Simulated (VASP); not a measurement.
Here is the system:

```
NbN
1.0
    0.00000     2.17160     2.17160
    2.17160     0.00000     2.17160
    2.17160     2.17160     0.00000
Nb N
1 1
Direct
  0.00000   0.00000   0.00000
  0.50000   0.50000   0.50000
```

These are PBE GGA with D3 dispersion (zero damping), VASP's PBE PAW potentials (set 64) (plane waves; VASP) values and carry that method's errors. Run with 520 eV cut-off, 14×14×14 Γ-centred mesh, first-order Methfessel-Paxton smearing of 0.10 eV, potentials Nb_sv N.

Question: The job: NbN (rock salt), 2 atoms, PBE-D3 (zero damping), static run, 520 eV, 14×14×14 Γ-centred mesh. Roughly how much core time does it take on a busy server core?

Answer: About 10 core-seconds (one run on a shared machine, a rough figure). It had 104 irreducible k-points, 13 bands, up to 568 plane waves and 15 electronic steps.

The compound is NbN in the rock salt structure, the cubic δ form, which competes with hexagonal ones. This cell is one point of a volume scan, at 0.97 of the reference volume.
